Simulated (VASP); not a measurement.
## HfN: transverse stress against strain

HfN (rock salt, Fm-3m, 11.107 Å³/atom and stress up to 0.10 GPa in the relaxed cell, cube axes along x, y and z) under a strain ε along a cube axis (axis z), the other axes held. LDA in VASP (plane waves, PAW), 600 eV, 18×18×18 Γ-centred mesh, Methfessel-Paxton smearing 0.10 eV; ions are relaxed, or left where forces stay under 0.02 eV/Å, within the symmetry of each cell. Stress is positive for a compressed cell.

Here s stands for strain and y for stress xx.

```
strain (%)  stress xx (GPa)
----------  ---------------
-3.00                     ?
-1.50                  1.88
-1.00                  1.19
-0.50                  0.53
0.00                  -0.10
0.50                  -0.70
1.00                  -1.29
1.50                  -1.89
```

The 7 complete rows are fitted with a straight line, y against s. Means: s 0, y -0.054. About the means, the sum of products is -8.7500 and the sum of squares of s is 7.0000; the slope is their ratio. Least squares gives y = -0.054 - 1.2500·s. Residuals (row less fit): 0.059, -0.006, -0.041, -0.046, -0.021, 0.014, 0.039; standard error 0.044 (degrees of freedom: 5). The slope gives the elastic constant C12 = about 120 GPa.

### Question
Estimate the missing y (s = -3.00); what did the run itself give?

### Answer
y = -0.054 - 1.2500 × (-3.0) = 3.696 GPa. The calculation gives 3.83 GPa, 0.134 GPa above the prediction (2.3 % of the range of y in the table). The row lies outside the fitted rows, so this is an extrapolation. From the scatter of the fitted rows alone, a prediction at this place has a standard error of 0.068 GPa, so the miss is 2.0 times that.

A polynomial of degree 2 through the 12 other runs of the series gives 3.95 there. In a metal these values are sensitive to mesh and smearing; energies are taken to zero smearing, stresses follow the free energy. For HfN: the electron count is odd and the run is not spin-polarised, which forces a metal. Rows are the converged runs of the series near zero and its far end, less any whose ions stayed unrelaxed beside relaxed ones; series whose fitted rows scatter by over a few per cent of the range, as at a crossing or softening among them, aren't shown in this form. Most that stay on the fit to the last digits aren't either.
